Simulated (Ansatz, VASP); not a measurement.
## Cross-check of Si19Te8 (Si19Te8 (R3c)) between VASP and Ansatz

Wanted: the spread between two codes on one cell, functional and k mesh. The structure shown is the start of the Ansatz relaxation below; VASP solves that cell, so the two are compared at the walk's first step.

Program: Ansatz 0.2.0. Level of theory: plane waves, with VASP 6.6.1 beside it; single point at PBEsol. Results are calculated unless marked as measured.

### 1. Set-up

The cell holds 54 atoms: 38 Si and 16 Te. Its edges and angles: a = 10.556 Å, b = 10.556 Å, c = 10.556 Å, α = 89.6°, β = 89.6°, γ = 89.6°.

### 2. Ansatz: relaxation, PBEsol

Ansatz runs on its default PAW (the set named soft_2) files.

The two programs are compared at the cell with which this relaxation starts, whose forces are those of its first step.

Contents of input.yaml:

```yaml
crystal:
  lattice:
    - [7.440706, 4.2958936, 6.1319499]
    - [-7.440706, 4.2958936, 6.1319499]
    - [0.0, -8.5917873, 6.1319499]
  atoms:
    - { symbol: Si, position: [0.618292, 0.168527, 0.530158] }
    - { symbol: Si, position: [0.168527, 0.530158, 0.618292] }
    - { symbol: Si, position: [0.530158, 0.618292, 0.168527] }
    - { symbol: Si, position: [0.118292, 0.030158, 0.668527] }
    - { symbol: Si, position: [0.856626, 0.856626, 0.856626] }
    - { symbol: Si, position: [0.356626, 0.356626, 0.356626] }
    - { symbol: Si, position: [0.030158, 0.668527, 0.118292] }
    - { symbol: Si, position: [0.668527, 0.118292, 0.030158] }
    - { symbol: Si, position: [0.417971, 0.14987, 0.426429] }
    - { symbol: Si, position: [0.14987, 0.426429, 0.417971] }
    - { symbol: Si, position: [0.426429, 0.417971, 0.14987] }
    - { symbol: Si, position: [0.917971, 0.926429, 0.64987] }
    - { symbol: Si, position: [0.926429, 0.64987, 0.917971] }
    - { symbol: Si, position: [0.64987, 0.917971, 0.926429] }
    - { symbol: Si, position: [0.388733, 0.817906, 0.503599] }
    - { symbol: Si, position: [0.817906, 0.503599, 0.388733] }
    - { symbol: Si, position: [0.503599, 0.388733, 0.817906] }
    - { symbol: Si, position: [0.888733, 0.003599, 0.317906] }
    - { symbol: Si, position: [0.503025, 0.758022, 0.992057] }
    - { symbol: Si, position: [0.992057, 0.503025, 0.758022] }
    - { symbol: Si, position: [0.758022, 0.992057, 0.503025] }
    - { symbol: Si, position: [0.492057, 0.258022, 0.003025] }
    - { symbol: Si, position: [0.003025, 0.492057, 0.258022] }
    - { symbol: Si, position: [0.258022, 0.003025, 0.492057] }
    - { symbol: Si, position: [0.174326, 0.830702, 0.165259] }
    - { symbol: Si, position: [0.165259, 0.174326, 0.830702] }
    - { symbol: Si, position: [0.830702, 0.165259, 0.174326] }
    - { symbol: Si, position: [0.665259, 0.330702, 0.674326] }
    - { symbol: Si, position: [0.674326, 0.665259, 0.330702] }
    - { symbol: Si, position: [0.330702, 0.674326, 0.665259] }
    - { symbol: Si, position: [0.319217, 0.113895, 0.980223] }
    - { symbol: Si, position: [0.980223, 0.319217, 0.113895] }
    - { symbol: Si, position: [0.113895, 0.980223, 0.319217] }
    - { symbol: Si, position: [0.480223, 0.613895, 0.819217] }
    - { symbol: Si, position: [0.819217, 0.480223, 0.613895] }
    - { symbol: Si, position: [0.613895, 0.819217, 0.480223] }
    - { symbol: Si, position: [0.317906, 0.888733, 0.003599] }
    - { symbol: Si, position: [0.003599, 0.317906, 0.888733] }
    - { symbol: Te, position: [0.316557, 0.682554, 0.309176] }
    - { symbol: Te, position: [0.682554, 0.309176, 0.316557] }
    - { symbol: Te, position: [0.309176, 0.316557, 0.682554] }
    - { symbol: Te, position: [0.816557, 0.809176, 0.182554] }
    - { symbol: Te, position: [0.809176, 0.182554, 0.816557] }
    - { symbol: Te, position: [0.182554, 0.816557, 0.809176] }
    - { symbol: Te, position: [0.246594, 0.50932, 0.005204] }
    - { symbol: Te, position: [0.50932, 0.005204, 0.246594] }
    - { symbol: Te, position: [0.005204, 0.246594, 0.50932] }
    - { symbol: Te, position: [0.746594, 0.505204, 0.00932] }
    - { symbol: Te, position: [0.505204, 0.00932, 0.746594] }
    - { symbol: Te, position: [0.00932, 0.746594, 0.505204] }
    - { symbol: Te, position: [0.687842, 0.687842, 0.687842] }
    - { symbol: Te, position: [0.187842, 0.187842, 0.187842] }
    - { symbol: Te, position: [0.500046, 0.500046, 0.500046] }
    - { symbol: Te, position: [4.6e-05, 4.6e-05, 4.6e-05] }
basis:
  ecutwfc: 420
  xc_grid: 2
hamiltonian:
  xc: pbesol
kpoints:
  mp_grid: { grid: [3, 3, 3] }
scf:
  occupations: { method: fermi_dirac, width: 0.01 }
  max_iter: 150
output:
  forces: true
  stress: true
relax:
  f_tol: 0.01
  max_steps: 60
  cell: {}
checkpoint:
  write: "../pbesol.run"
  compress: false
  write_wavefunctions: false
  write_every: 100000
```

On the command line:

```
> ansatz run input.yaml --threads 4 --pin off --max-ram 6594MiB --backend cpu --events-out ev --progress --plain --runs-dir out
```

Numbers of over 12 decimals in the logs are rounded to 6 here.

The program printed:

```text
Engine: ansatz 0.2.0, x86_64-unknown-linux-gnu
Pseudopotentials: kind: paw
Pseudopotential: Si, paw, valence charge 4, recommended cutoff 420 eV (normal), Si.paw.azcp
Pseudopotential: Te, paw, valence charge 16, recommended cutoff 420 eV (normal), Te.paw.azcp
Functional definition: PBEsol
  exchange = pbesol_x
  correlation = pbesol_c
Crystal: 54 atoms, lattice volume = 1176.028 Å³
Basis set: ecut = 420 eV, 23013 PW (Γ), exchange–correlation on 144×144×144 points (8 copies of the dense FFT grid, shifted against one another)
Bands: 258, of which v1, the nominal top of the filled ones, is band 204 counted from 1 (203 counted from 0)
Symmetry: 6 space group operations
Space group: R3c (ITA 161), of the structure as read, at distance tolerance 1.1e-4 Å
k-points: 6 of 27 (time reversal used)
Non-local potential: Si, projectors of the file, l = 0: 2, l = 1: 2, l = 2: 2
Non-local potential: Te, projectors of the file, l = 0: 2, l = 1: 2, l = 2: 2, l = 3: 2
PAW form: soft (Blöchl's): semilocal exchange-correlation on the pseudo side does not see the compensation charge
PAW frozen core: Si, regenerated for the run's functional, and the local potential with it (the file was generated under x = pbe(κ = 0.804, μ = 0.219515), c = pbe(β = 0.066725))
PAW frozen core: Te, regenerated for the run's functional, and the local potential with it (the file was generated under x = pbe(κ = 0.804, μ = 0.219515), c = pbe(β = 0.066725))
PAW one-centre angular grid: Si, 110 points (default); XC on 64 Gauss nodes
PAW one-centre angular grid: Te, 590 points (default); XC on 64 Gauss nodes
Initial density: superposition of atomic densities (neutral atoms: chi_scale 0, normalization atom), corrected by the library's trained network
Initial wavefunctions: pseudopotential atomic-orbital guess
Functional: x = pbesol(κ = 0.804, μ = 0.123457), c = pbesol(β = 0.046)
SCF iter   1: F=—  HF=-134041.545250 eV  |F-HF|=—  |Δ(HF+E_count)|=         —  Δρ=3.53e-3  dr2=3.30e-1  ethr=1.77e-3  ⟨swp⟩=7.2  Hψ=6912  notcnv=0  defer=83
preconditioner: auto → Resta (q_TF=auto, 2.287 Å⁻¹)  ε∞=5.8  [insulator: Δε(μ)=0.966 eV  Ē_g=7.807 eV  σ=0.010 eV  W_gap=1.00  n_scr=250 (ndim 8)  ℏωp=17.1 eV  f_vac=0.000  D(μ)=0.00/eV (n_scr^D=0)  ε∞_Penn≈5.8]
SCF iter   2: F=—  HF=-134041.470945 eV  |F-HF|=—  |Δ(HF+E_count)|=   7.43e-2  Δρ=1.79e-3  dr2=6.30e-2  ethr=8.09e-5  ⟨swp⟩=2.7  Hψ=2017  notcnv=0  defer=290
SCF iter   3: F=—  HF=-134041.455083 eV  |F-HF|=—  |Δ(HF+E_count)|=   1.59e-2  Δρ=4.34e-4  dr2=2.41e-3  ethr=1.54e-5  ⟨swp⟩=3.2  Hψ=2297  notcnv=0  defer=290
SCF iter   4: F=—  HF=-134041.454289 eV  |F-HF|=—  |Δ(HF+E_count)|=   7.93e-4  Δρ=1.81e-4  dr2=4.60e-4  ethr=5.92e-7  ⟨swp⟩=2.0  Hψ=2482  notcnv=0  defer=290
SCF iter   5: F=—  HF=-134041.454268 eV  |F-HF|=—  |Δ(HF+E_count)|=   2.11e-5  Δρ=3.81e-5  dr2=1.95e-5  ethr=1.13e-7  ⟨swp⟩=2.0  Hψ=2242  notcnv=0  defer=290
SCF iter   6: F=—  HF=-134041.454746 eV  |F-HF|=—  |Δ(HF+E_count)|=   4.78e-4  Δρ=1.47e-5  dr2=2.12e-6  ethr=4.79e-9  ⟨swp⟩=2.0  Hψ=2291  notcnv=0  defer=290
SCF iter   7: F=—  HF=-134041.454746 eV  |F-HF|=—  |Δ(HF+E_count)|=   2.98e-7  Δρ=3.95e-6  dr2=1.75e-7  ethr=5.18e-10  ⟨swp⟩=2.0  Hψ=2482  notcnv=0  defer=290
SCF iter   8: F=-134041.454746 eV  HF=-134041.454746 eV  |F-HF|=1.52e-8  |Δ(HF+E_count)|=   9.97e-8  Δρ=1.25e-6  dr2=1.45e-8  ethr=2.45e-11  ⟨swp⟩=4.0  Hψ=4764  notcnv=0
SCF 1 converged in 8 iterations: F = -134041.454746 eV  dr2 = 1.45e-8
  greatest PAW one-centre occupation: 0.998 electrons in one spin orbital (limit 2), on the Te atom at site 42 (counted from 0), in its partial waves of l = 2
relax step   1: F+E_penalty+E_count = -134041.45474613 eV  Δ(F+E_penalty+E_count) = +0.000e0 eV  max|allowed force component| = 4.917e-2 eV/Å  Δτ_max = 0.0000 Å  P = -2.373 GPa  Ω = 1176.028 Å³  (8 SCF iters, dr2 threshold 1.00e-7 eV, accepted)
Crystal: 54 atoms, lattice volume = 1125.402 Å³
Basis set: ecut = 420 eV, 22017 PW (Γ), exchange–correlation on 144×144×144 points (8 copies of the dense FFT grid, shifted against one another)
Initial density: handed on by an earlier stage of this run
Initial wavefunctions: those handed on with the density
iter 1 solved again at ethr=8.00e-5 eV; its pass at ethr=3.10e-3 eV (dr2=3.26e-1 eV) is discarded
SCF iter   1: F=—  HF=-134041.747875 eV  |F-HF|=—  |Δ(HF+E_count)|=         —  Δρ=3.73e-3  dr2=3.38e-1  ethr=8.00e-5  ⟨swp⟩=7.3  Hψ=7132  notcnv=0
preconditioner: auto → Resta (q_TF=auto, 2.304 Å⁻¹)  ε∞=5.8  [insulator: Δε(μ)=0.852 eV  Ē_g=7.973 eV  σ=0.010 eV  W_gap=1.00  n_scr=250 (ndim 8)  ℏωp=17.4 eV  f_vac=0.000  D(μ)=0.00/eV (n_scr^D=0)  ε∞_Penn≈5.8]
SCF iter   2: F=—  HF=-134041.663328 eV  |F-HF|=—  |Δ(HF+E_count)|=   8.45e-2  Δρ=1.96e-3  dr2=7.13e-2  ethr=8.00e-5  ⟨swp⟩=3.3  Hψ=2186  notcnv=0  defer=94
[...]
Free energy (F): -134041.740680 eV
Harris-Foulkes:  -134041.740680 eV  (|F-HF|=0.00e0)
Internal energy: -134041.740680 eV  (E = F + TS)
E sigma→0 (E₀):  -134041.740680 eV
Fermi energy:    9.000192 eV
--- Per-component energies (eV) ---
  E_band       = -3587.091736
  E_kinetic    = 4438.169507
  E_local      = -23764.182636  (includes V_loc(G=0)·N_el)
  E_nonlocal   = -3943.740622
  E_hartree    = 14664.330795
  E_xc         = -4068.370288
  E_vxc        = -3468.274390  (∫ρ·V_xc dr)
  E_paw        = -92311.536094  (= ΣΔE_a)
  E_vpaw       = -6177.722645  (= ΣTr[D̂ρ^β])
  E_aug_tail   = -0.002734  (compensation charges beyond the density's cutoff)
  E_ewald      = -29063.604956
  E_core_change = 7.196348  (= ΣΔE_core)
  E_smearing   = -0.000000  (= −TS)
  E_closure    = 0.000000  (closes the sum)
  Σ components = -134041.740680   (vs F -134041.740680, Δ=0.00e0)
--- Forces (eV/Å), atoms counted from 1 ---
  atom   1  Si     0.00308010    -0.00051805     0.00196500
  atom   2  Si    -0.00198869    -0.00240842     0.00196500
  atom   3  Si    -0.00109141     0.00292647     0.00196500
  atom   4  Si     0.00109141     0.00292647     0.00196500
  atom   5  Si     0.00000000    -0.00000000     0.00309218
  atom   6  Si     0.00000000    -0.00000000     0.00309218
  atom   7  Si     0.00198869    -0.00240842     0.00196500
  atom   8  Si    -0.00308010    -0.00051805     0.00196500
  atom   9  Si    -0.00134117     0.00047786    -0.00147878
  atom  10  Si     0.00108442     0.00092256    -0.00147878
  atom  11  Si     0.00025675    -0.00140041    -0.00147878
  atom  12  Si    -0.00025675    -0.00140041    -0.00147878
  atom  13  Si    -0.00108442     0.00092256    -0.00147878
  atom  14  Si     0.00134117     0.00047786    -0.00147878
  atom  15  Si    -0.00267049    -0.00042606    -0.00084016
  atom  16  Si     0.00096626     0.00252574    -0.00084016
  atom  17  Si     0.00170422    -0.00209968    -0.00084016
  atom  18  Si    -0.00170422    -0.00209968    -0.00084016
  atom  19  Si    -0.00102630    -0.00244152    -0.00297469
  atom  20  Si     0.00262757     0.00033196    -0.00297469
  atom  21  Si    -0.00160127     0.00210956    -0.00297469
  atom  22  Si     0.00160127     0.00210956    -0.00297469
  atom  23  Si    -0.00262757     0.00033196    -0.00297469
  atom  24  Si     0.00102630    -0.00244152    -0.00297469
[...]
atom  47  Te     0.00471637    -0.00172896     0.00064689
  atom  48  Te    -0.00471637    -0.00172896     0.00064689
  atom  49  Te     0.00086086     0.00494897     0.00064689
  atom  50  Te     0.00385551    -0.00322001     0.00064689
  atom  51  Te    -0.00000000    -0.00000000     0.00049229
  atom  52  Te     0.00000000    -0.00000000     0.00049229
  atom  53  Te     0.00000000    -0.00000000     0.00357624
  atom  54  Te    -0.00000000    -0.00000000     0.00357624
  max |Σ_I F_I| component: 1.27e-6 eV/Å
--- Stress (GPa, compression-positive) ---
        0.016300      -0.000000      -0.000000
        0.000000       0.016300       0.000000
       -0.000000       0.000000      -0.021212
  P = ⅓ Tr σ = 0.0038 GPa (0.038 kbar)
--- Relaxed structure (6 steps of the walk, 5 accepted, 1 SCFs on fresh bases) ---
  F+E_penalty+E_count = -134041.74068027 eV   max|allowed force component| = 5.876e-3 eV/Å   (the final SCF, on the basis selected at the relaxed cell)
  cell:  # Å, volume = 1138.4023 Å³
    - [7.361068, 4.249914, 6.064898]
    - [-7.361068, 4.249914, 6.064898]
    - [0, -8.499829, 6.064898]
  atoms:
    - { symbol: Si, position: [0.616957, 0.167901, 0.532209] }
    - { symbol: Si, position: [0.167901, 0.532209, 0.616957] }
    - { symbol: Si, position: [0.532209, 0.616957, 0.167901] }
    - { symbol: Si, position: [0.116957, 0.032209, 0.667901] }
    - { symbol: Si, position: [0.857356, 0.857356, 0.857356] }
    - { symbol: Si, position: [0.357356, 0.357356, 0.357356] }
    - { symbol: Si, position: [0.032209, 0.667901, 0.116957] }
    - { symbol: Si, position: [0.667901, 0.116957, 0.032209] }
    - { symbol: Si, position: [0.418292, 0.149472, 0.425074] }
    - { symbol: Si, position: [0.149472, 0.425074, 0.418292] }
    - { symbol: Si, position: [0.425074, 0.418292, 0.149472] }
    - { symbol: Si, position: [0.918292, 0.925074, 0.649472] }
    - { symbol: Si, position: [0.925074, 0.649472, 0.918292] }
    - { symbol: Si, position: [0.649472, 0.918292, 0.925074] }
    - { symbol: Si, position: [0.388690, 0.818163, 0.502565] }
    - { symbol: Si, position: [0.818163, 0.502565, 0.388690] }
    - { symbol: Si, position: [0.502565, 0.388690, 0.818163] }
    - { symbol: Si, position: [0.888690, 0.00256513, 0.318163] }
    - { symbol: Si, position: [0.503719, 0.758275, 0.992853] }
    - { symbol: Si, position: [0.992853, 0.503719, 0.758275] }
    - { symbol: Si, position: [0.758275, 0.992853, 0.503719] }
    - { symbol: Si, position: [0.492853, 0.258275, 0.00371922] }
    - { symbol: Si, position: [0.00371922, 0.492853, 0.258275] }
    - { symbol: Si, position: [0.258275, 0.00371922, 0.492853] }
[...]
- { symbol: Si, position: [0.320069, 0.114173, 0.980556] }
    - { symbol: Si, position: [0.980556, 0.320069, 0.114173] }
    - { symbol: Si, position: [0.114173, 0.980556, 0.320069] }
    - { symbol: Si, position: [0.480556, 0.614173, 0.820069] }
    - { symbol: Si, position: [0.820069, 0.480556, 0.614173] }
    - { symbol: Si, position: [0.614173, 0.820069, 0.480556] }
    - { symbol: Si, position: [0.318163, 0.888690, 0.00256513] }
    - { symbol: Si, position: [0.00256513, 0.318163, 0.888690] }
    - { symbol: Te, position: [0.316414, 0.680948, 0.308999] }
    - { symbol: Te, position: [0.680948, 0.308999, 0.316414] }
    - { symbol: Te, position: [0.308999, 0.316414, 0.680948] }
    - { symbol: Te, position: [0.816414, 0.808999, 0.180948] }
    - { symbol: Te, position: [0.808999, 0.180948, 0.816414] }
    - { symbol: Te, position: [0.180948, 0.816414, 0.808999] }
    - { symbol: Te, position: [0.245091, 0.510015, 0.00266395] }
    - { symbol: Te, position: [0.510015, 0.00266395, 0.245091] }
    - { symbol: Te, position: [0.00266395, 0.245091, 0.510015] }
    - { symbol: Te, position: [0.745091, 0.502664, 0.010015] }
    - { symbol: Te, position: [0.502664, 0.010015, 0.745091] }
    - { symbol: Te, position: [0.010015, 0.745091, 0.502664] }
    - { symbol: Te, position: [0.688665, 0.688665, 0.688665] }
    - { symbol: Te, position: [0.188665, 0.188665, 0.188665] }
    - { symbol: Te, position: [0.501346, 0.501346, 0.501346] }
    - { symbol: Te, position: [0.00134565, 0.00134565, 0.00134565] }
```

(Continued in part 2 of 2.)

[Lines on the potential files, build, host, timing and source positions are cut from VASP's logs without a mark.]

[Logs are printed without paths, hosts, clocks, repeated set-up lines and the standing remarks that a program may print on its own settings, such as how far it seeks lower states.]

[Hosts, paths, dates, database ids (printed as entryN), source tags and the programs' standing remarks are cut or masked in the printed files.]
